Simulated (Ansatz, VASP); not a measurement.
# GaN in two plane-wave programs, part 2 of 2

Aim: how closely do two programs agree when they are given the same cell, functional and k mesh? The cell is taken from a series of runs on this material, whose earlier steps may have relaxed, scaled, displaced or heated it; both programs get it as it stands.

VASP 6.6.1 and Ansatz 0.2.0.

So far: The starting structure; VASP: relaxation of cell and atoms, r2SCAN.

### 3. Ansatz: relaxation of cell and atoms, r2SCAN

Level of this step: Ansatz beside VASP: Kohn-Sham DFT, plane waves, r2SCAN (Ansatz).

Ansatz runs on its PAW soft_1 files.

The same cell, functional and mesh now go to Ansatz, which takes its cutoff from its data sets.

Contents of input.yaml:

```yaml
crystal:
  lattice:
    - [3.1832814087, 0.0, 0.0]
    - [-1.5916407044, 2.7568025673, 0.0]
    - [0.0, 0.0, 5.1838731324]
  atoms:
    - { symbol: Ga, position: [0.3333333333, 0.6666666667, -0.0008902401] }
    - { symbol: Ga, position: [0.6666666667, 0.3333333333, 0.4991097599] }
    - { symbol: "N", position: [0.3333333333, 0.6666666667, 0.3758902401] }
    - { symbol: "N", position: [0.6666666667, 0.3333333333, 0.8758902401] }
kpoints:
  mp_grid: { grid: [12, 12, 6] }
hamiltonian:
  xc: r2scan
  pseudopotentials: { kind: paw, azcp: { folder: soft_1 } }
scf:
  occupations: { method: fixed }
  lower_state_search: "off"
output:
  forces: true
  stress: true
  eigenvalues: true
relax:
  adjacent_minimum: "off"
  f_tol: 0.001
  max_steps: 60
  cell: { stress_tol: 0.01 }
```

Started as:

```sh
$ ansatz run input.yaml --threads 18 --pin off --max-ram 92160MiB --backend cuda --events-out ev --progress --plain --runs-dir out --max-vram 78GiB
```

Numbers of over 12 decimals in the logs are rounded to 6 here.

Output:

```text
Engine: ansatz 0.2.0, aarch64-unknown-linux-gnu
Pseudopotentials: kind: paw
Pseudopotential: Ga, paw, valence charge 13, recommended cutoff 500 eV (meta_gga), soft_1/Ga.paw.azcp
Pseudopotential: N, paw, valence charge 5, recommended cutoff 500 eV (meta_gga), soft_1/N.paw.azcp
Functional definition: r2SCAN
  parameter k0 = 0.174
  parameter k1 = 0.065
  parameter a1 = 4.9479
  exchange = r2scan_x(k0 = k0, k1 = k1, a1 = a1)
  correlation = r2scan_c
device memory: the entry about to start is reckoned to put 3.0 GiB on a device that reports 144.0 GiB free (of which the cap on the GPU budget leaves the run 78.0 GiB)
GPU FFT provider: cuFFT
GPU libraries: cuBLAS 13.8.1, cuFFT 12.4.0, cuSOLVER 12.3.2
GPU matrix products: emulated (plane waves: as basis.precision tells), large ones in fixed point in workspaces of 1.00 GiB
Crystal: 4 atoms, lattice volume = 45.492 Å³
Basis set: ecut = 500 eV, 1129 PW (Γ), exchange–correlation on 96×96×160 points (64 copies of the dense FFT grid, shifted against one another)
Bands: 22, of which v1, the nominal top of the filled ones, is band 18 counted from 1 (17 counted from 0)
Symmetry: 12 space group operations
Space group: P63mc (ITA 186), of the structure as read, at distance tolerance 3.6e-5 Å
k-points: 76 of 864 (time reversal used)
Non-local potential: Ga, projectors of the file, l = 0: 2, l = 1: 2, l = 2: 3, l = 3: 1
Non-local potential: N, projectors of the file, l = 0: 2, l = 1: 2, l = 2: 1
PAW form: soft (Blöchl's): semilocal exchange-correlation on the pseudo side does not see the compensation charge
PAW frozen core: Ga, regenerated for the run's functional (the file was generated under x = pbe(κ = 0.804, μ = 0.219515), c = pbe(β = 0.066725))
PAW frozen core: N, regenerated for the run's functional (the file was generated under x = pbe(κ = 0.804, μ = 0.219515), c = pbe(β = 0.066725))
PAW one-centre angular grid: Ga, 590 points (default); XC on 160 Gauss nodes
PAW one-centre angular grid: N, 302 points (default); XC on 160 Gauss nodes
Initial density: superposition of atomic densities (chi_scale 0.1, normalization cell, long waves kept (reshape's long-wave potential 0.00 eV rms))
Initial wavefunctions: pseudopotential atomic-orbital guess
GPU buffer pool allocated for 23040 grid points (all kernels)
GPU transforms: local potential and band sums: pruned to the plane-wave sphere, on 24×24×40
Functional: x = r2scan, c = r2scan; τ floored in thin density (d = 2e-4 eV/Å³)
SCF iter   1: F=-8351.001993 eV  HF=-8353.742264 eV  |F-HF|=2.74e0  |Δ(HF+E_count)|=         —  Δρ=1.16e-1  dr2=4.96e0  dr2_τ=5.78e-1  ethr=3.10e-3  ⟨swp⟩=4.0  Hψ=6277  notcnv=0  defer=13
preconditioner: auto → Resta (q_TF=auto, 2.624 Å⁻¹)  ε∞=4.4  [insulator: Δε(μ)=2.908 eV  Ē_g=17.884 eV  n_scr=22 (ndim 8)  ℏωp=33.0 eV  f_vac=0.000  ε∞_Penn≈4.4]
SCF iter   2: F=-8352.709229 eV  HF=-8352.705770 eV  |F-HF|=3.46e-3  |Δ(HF+E_count)|=    1.04e0  Δρ=5.19e-2  dr2=6.84e-1  dr2_τ=7.36e-2  ethr=3.10e-3  ⟨swp⟩=2.0  Hψ=4205  notcnv=0  defer=61
SCF iter   3: F=-8352.767396 eV  HF=-8352.783829 eV  |F-HF|=1.64e-2  |Δ(HF+E_count)|=   7.81e-2  Δρ=1.80e-2  dr2=1.13e-1  dr2_τ=7.71e-3  ethr=1.90e-3  ⟨swp⟩=2.0  Hψ=2135  notcnv=0  defer=145
SCF iter   4: F=-8352.779438 eV  HF=-8352.778523 eV  |F-HF|=9.15e-4  |Δ(HF+E_count)|=   5.31e-3  Δρ=3.52e-3  dr2=3.90e-3  dr2_τ=2.30e-4  ethr=3.13e-4  ⟨swp⟩=2.8  Hψ=3324  notcnv=0  defer=148
SCF iter   5: F=-8352.778279 eV  HF=-8352.781724 eV  |F-HF|=3.44e-3  |Δ(HF+E_count)|=   3.20e-3  Δρ=2.17e-3  dr2=1.37e-3  dr2_τ=4.96e-5  ethr=1.08e-5  ⟨swp⟩=2.0  Hψ=3474  notcnv=0  defer=149
SCF iter   6: F=-8352.780261 eV  HF=-8352.780278 eV  |F-HF|=1.75e-5  |Δ(HF+E_count)|=   1.45e-3  Δρ=4.06e-4  dr2=8.67e-5  dr2_τ=3.60e-6  ethr=3.81e-6  ⟨swp⟩=2.0  Hψ=3484  notcnv=0  defer=149
SCF iter   7: F=-8352.780410 eV  HF=-8352.780416 eV  |F-HF|=5.13e-6  |Δ(HF+E_count)|=   1.37e-4  Δρ=1.45e-4  dr2=1.07e-5  dr2_τ=5.16e-7  ethr=2.41e-7  ⟨swp⟩=2.0  Hψ=3026  notcnv=0  defer=53
SCF iter   8: F=-8352.780415 eV  HF=-8352.780415 eV  |F-HF|=3.63e-9  |Δ(HF+E_count)|=   4.29e-7  Δρ=2.39e-5  dr2=2.58e-7  dr2_τ=3.77e-9  ethr=2.98e-8  ⟨swp⟩=2.1  Hψ=2654  notcnv=0  defer=42
SCF iter   9: F=-8352.780415 eV  HF=-8352.780415 eV  |F-HF|=1.96e-10  |Δ(HF+E_count)|=   6.01e-8  Δρ=5.48e-6  dr2=1.16e-8  dr2_τ=1.93e-10  ethr=2.78e-10  ⟨swp⟩=6.0  Hψ=8490  notcnv=0
SCF 1 converged in 9 iterations: F = -8352.780415 eV  dr2 = 1.16e-8
  greatest PAW one-centre occupation: 0.994 electrons in one spin orbital (limit 2), on the Ga atom at site 0 (counted from 0), in its partial waves of l = 2
relax step   1: F+E_penalty+E_count = -8352.78041522 eV  Δ(F+E_penalty+E_count) = +0.000e0 eV  max|allowed force component| = 1.475e-4 eV/Å  Δτ_max = 0.0000 Å  P = +0.003 GPa  Ω = 45.492 Å³  (9 SCF iters, dr2 threshold 1.00e-7 eV, accepted)
device memory: the entry about to start is reckoned to put 3.0 GiB on a device that reports 144.0 GiB free (of which the cap on the GPU budget leaves the run 78.0 GiB)
GPU FFT provider: cuFFT
GPU libraries: cuBLAS 13.8.1, cuFFT 12.4.0, cuSOLVER 12.3.2
GPU matrix products: emulated (plane waves: as basis.precision tells), large ones in fixed point in workspaces of 1.00 GiB
Initial density: handed on by an earlier stage of this run
Initial wavefunctions: pseudopotential atomic-orbital guess (no wavefunctions were taken with the density)
GPU buffer pool allocated for 23040 grid points (all kernels)
GPU transforms: local potential and band sums: pruned to the plane-wave sphere, on 24×24×40
iter 1 solved again at ethr=2.51e-8 eV; its pass at ethr=3.10e-3 eV (dr2=9.03e-6 eV) is discarded
SCF iter   1: F=-8352.780298 eV  HF=-8352.780298 eV  |F-HF|=1.46e-11  |Δ(HF+E_count)|=         —  Δρ=5.48e-6  dr2=1.19e-8  dr2_τ=2.06e-10  ethr=2.51e-8  ⟨swp⟩=3.0  Hψ=11755  notcnv=0  defer=135
preconditioner: auto → Resta (q_TF=auto, 2.624 Å⁻¹)  ε∞=4.6  [insulator: Δε(μ)=2.351 eV  Ē_g=17.519 eV  n_scr=22 (ndim 8)  ℏωp=33.0 eV  f_vac=0.010  ε∞_Penn≈4.6]
SCF iter   2: F=-8352.780415 eV  HF=-8352.780415 eV  |F-HF|=1.55e-9  |Δ(HF+E_count)|=   1.17e-4  Δρ=3.23e-6  dr2=3.46e-9  dr2_τ=1.57e-10  ethr=3.29e-11  ⟨swp⟩=2.7  Hψ=2814  notcnv=0  defer=6
SCF iter   3: F=-8352.780415 eV  HF=-8352.780415 eV  |F-HF|=1.46e-10  |Δ(HF+E_count)|=   1.74e-9  Δρ=1.09e-6  dr2=6.40e-10  dr2_τ=7.35e-11  ethr=9.61e-12  ⟨swp⟩=2.0  Hψ=3040  notcnv=0  defer=6
SCF iter   4: F=-8352.780415 eV  HF=-8352.780415 eV  |F-HF|=2.36e-11  |Δ(HF+E_count)|=  7.46e-11  Δρ=2.16e-7  dr2=2.51e-11  dr2_τ=1.19e-12  ethr=1.78e-12  ⟨swp⟩=2.0  Hψ=2936  notcnv=0  defer=6
SCF iter   5: F=-8352.780415 eV  HF=-8352.780415 eV  |F-HF|=0.00e0  |Δ(HF+E_count)|=  1.82e-12  Δρ=1.80e-7  dr2=9.61e-12  dr2_τ=1.30e-13  ethr=1.00e-12  ⟨swp⟩=2.0  Hψ=2422  notcnv=0  defer=6
SCF iter   6: F=-8352.780415 eV  HF=-8352.780415 eV  |F-HF|=1.82e-12  |Δ(HF+E_count)|=  1.64e-11  Δρ=2.08e-8  dr2=1.59e-13  dr2_τ=8.26e-15  ethr=1.00e-12  ⟨swp⟩=5.1  Hψ=8122  notcnv=0
SCF 2 converged in 6 iterations: F = -8352.780415 eV  dr2 = 1.59e-13
  greatest PAW one-centre occupation: 0.994 electrons in one spin orbital (limit 2), on the Ga atom at site 1 (counted from 0), in its partial waves of l = 2
relax step   2: F+E_penalty+E_count = -8352.78041522 eV  Δ(F+E_penalty+E_count) = -6.039e-10 eV  max|allowed force component| = 1.544e-4 eV/Å  Δτ_max = 0.0000 Å  P = +0.003 GPa  Ω = 45.492 Å³  stress off target by 2.99e-3 GPa  SCF on the basis re-selected at this cell (its energy is not comparable with the rows above)  (6 SCF iters)
basis re-selected at this cell: Δ(F+E_penalty+E_count) = -6.039e-10 eV, ΔP = -0.000 GPa vs the last step (what re-selecting the basis moved, of the pressure what is left beyond the Pulay correction that the steps carried, after the strain that the cell walked since its last selection, with what the two solves' SCF thresholds leave and, on support functions, any second-order correction that the steps lacked; it is no  [...]
SCF converged after 6 iterations
Free energy (F): -8352.780415 eV
Harris-Foulkes:  -8352.780415 eV  (|F-HF|=1.82e-12)
Internal energy: -8352.780415 eV  (E = F + TS)
E sigma→0 (E₀):  -8352.780415 eV
Fermi energy:    9.470228 eV
--- Per-component energies (eV) ---
  E_band       = -29.940837
  E_kinetic    = 481.166880
  E_local      = -2831.944823  (includes V_loc(G=0)·N_el)
  E_nonlocal   = -105.945573
  E_hartree    = 1798.209339
  E_xc         = -231.724676
  E_vxc        = -280.052680  (∫ρ·V_xc dr)
  E_paw        = -4283.182667  (= ΣΔE_a)
  E_vpaw       = -904.839487  (= ΣTr[D̂ρ^β])
  E_aug_tail   = 0.000047  (compensation charges beyond the density's cutoff)
  E_vtau       = 15.256118  (kinetic-family band-sum trace: ∫τ·v_τ [+ j·A + Jᵃ·Aᵃ] dr)
  E_ewald      = -3177.993682
  E_core_change = -1.365260  (= ΣΔE_core)
  E_smearing   = -0.000000  (= −TS)
  E_closure    = 0.000000  (closes the sum)
  Σ components = -8352.780415   (vs F -8352.780415, Δ=0.00e0)
--- Forces (eV/Å), atoms counted from 1 ---
  atom   1  Ga     0.00000000    -0.00000000     0.00014953
  atom   2  Ga    -0.00000000     0.00000000     0.00014953
  atom   3  N      0.00000000     0.00000000    -0.00015934
  atom   4  N     -0.00000000    -0.00000000    -0.00015934
  max |Σ_I F_I| component: 1.96e-5 eV/Å
--- Stress (GPa, compression-positive) ---
        0.002992       0.000000      -0.000000
       -0.000000       0.002992      -0.000000
       -0.000000      -0.000000       0.001560
  P = ⅓ Tr σ = 0.0025 GPa (0.025 kbar)
--- Band table (eV; the first three rows and the last of 76) ---
  k-point 0: bands = [... 14 lower, 8.4026, 9.4341, 9.4702, 9.4702, 11.8215, 14.3048, 19.4443, 20.0751]
  k-point 1: bands = [... 14 lower, 8.4709, 8.6335, 9.3955, 9.3955, 12.4955, 14.3581, 19.2366, 20.1039]
  k-point 2: bands = [... 14 lower, 8.6597, 8.6597, 9.1936, 9.1936, 13.5382, 14.4359, 18.8079, 19.2396]
  k-point 75: bands = [... 14 lower, 5.1731, 5.1731, 7.9452, 7.9452, 16.5018, 16.5018, 17.3520, 17.3520]
--- Relaxed structure (1 steps of the walk, 1 accepted, 1 SCFs on fresh bases) ---
  F+E_penalty+E_count = -8352.78041522 eV   max|allowed force component| = 1.544e-4 eV/Å   (the final SCF, on the basis selected at the relaxed cell)
  cell:  # Å, volume = 45.4920 Å³
    - [3.183281, 2.8867543731965002e-11, 0.0]
    - [-1.591641, 2.756803, 0.0]
    - [0.0, 0.0, 5.1838731324]
  atoms:
    - { symbol: Ga, position: [0.333333, 0.666667, -0.00089024] }
    - { symbol: Ga, position: [0.666667, 0.333333, 0.499110] }
    - { symbol: N, position: [0.333333, 0.666667, 0.375890] }
    - { symbol: N, position: [0.666667, 0.333333, 0.875890] }
```

Reading the cycles: dr2 is the Hartree energy of the density residual (eV), the measure of convergence; HF is the Harris–Foulkes estimate of the energy, which meets the free energy F at convergence.

### 4. Comparison

Known differences besides the potentials themselves: VASP keeps PBE cores, Ansatz makes them for the functional; fixed occupations in Ansatz, narrow Gaussian smearing in VASP; the cutoff is 500 eV in Ansatz and 660 eV in VASP; Ansatz adds a Pulay correction to the stress that steers its cell, VASP none. Total energies have different zeros and are not compared.

Compared:

| quantity | Ansatz | VASP | difference |
| --- | --- | --- | --- |
| volume (Å³) | 45.49 | 45.74 | -0.53 % |
| edge a after relaxation, in the typed setting (Å) | 3.183 | 3.189 | -0.18 % |
| edge c after relaxation, in the typed setting (Å) | 5.184 | 5.193 | -0.18 % |

### 5. Summary of results

```
difference in volume (relaxation of cell and atoms, r2SCAN) : -0.53 %
```

In words: The difference in volume is -0.53 % (relaxation of cell and atoms, r2SCAN), within the 1.2 % picked in this series as the mark of a large difference, as far as the stopping tolerances let one tell. How closely two codes agree says nothing of how well the functional describes the real material.

[Lines on the potential files, build, host, timing and source positions are cut from VASP's logs without a mark.]

[Logs are printed without paths, hosts, clocks, repeated set-up lines and the standing remarks that a program may print on its own settings, such as how far it seeks lower states.]

[Hosts, paths, dates, database ids (printed as entryN), source tags and the programs' standing remarks are cut or masked in the printed files.]
